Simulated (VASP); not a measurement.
These are PBEsol GGA, VASP's PBE PAW potentials (set 64) (plane waves; VASP) values and carry that method's errors.

The input files of a VASP run:

### KPOINTS
```
Automatic mesh
0
Gamma
  10 10 1
```

**POSCAR**
```
Li(110) slab
1
    2.9669540566     0.0000000000    -0.0000000000
   -0.9889843583     2.7972707289    -0.0000000000
    0.0000000000    -0.0000000000    24.4147142476
Li
4
Direct
  0.7500000000   0.2500000000   0.3511650000
  0.2500000000   0.7500000000   0.4503880000
  0.7500000000   0.2500000000   0.5496120000
  0.2500000000   0.7500000000   0.6488350000
```

INCAR:
```
# general
SYSTEM=Li(110) slab
PREC  =Normal
ENCUT =450
LREAL =.False.
LASPH =.True.

# electronic loop
EDIFF =1E-5
NELM  =100
NELMIN=4
ALGO  =Normal

# smearing
ISMEAR=1
SIGMA =0.1

# functional
GGA   =PS

# ions
IBRION=2
NSW   =50
ISIF  =2
EDIFFG=-0.03

# output
LWAVE =.True.
LCHARG=.False.

# other
LDIPOL=.True.
IDIPOL=3
DIPOL =0.5 0.5 0.5
```

POTCAR, in this order: Li_sv (PBE.64 set). Program: vasp_std.

### Question
Predict the energy per atom (σ→0), band gap (on the k-mesh).

### Answer

```json
{
 "energy per atom (σ→0)": "-1.828 eV/atom",
 "band gap (on the k-mesh)": "none (metal, semimetal or under 0.01 eV)"
}
```

File OSZICAR:
```
...
DAV:   4    -0.731092378719E+01   -0.59568E-06   -0.11436E-05   658   0.314E-02
   3 F= -.73109238E+01 E0= -.73114557E+01  d E =-.196101E-02
       N       E                     dE             d eps       ncg     rms          rms(c)
DAV:   1    -0.730832704763E+01    0.25961E-02   -0.45592E+00   620   0.249E+01    0.882E-02
DAV:   2    -0.731185286052E+01   -0.35258E-02   -0.38555E-02   650   0.223E+00    0.369E-02
DAV:   3    -0.731195432780E+01   -0.10147E-03   -0.22125E-03  1020   0.416E-01    0.167E-02
DAV:   4    -0.731195396366E+01    0.36414E-06   -0.46276E-05   770   0.701E-02
   4 F= -.73119540E+01 E0= -.73124267E+01  d E =-.299118E-02
```

The cell is a thin slab with vacuum, built from Li (bcc): (110) face.
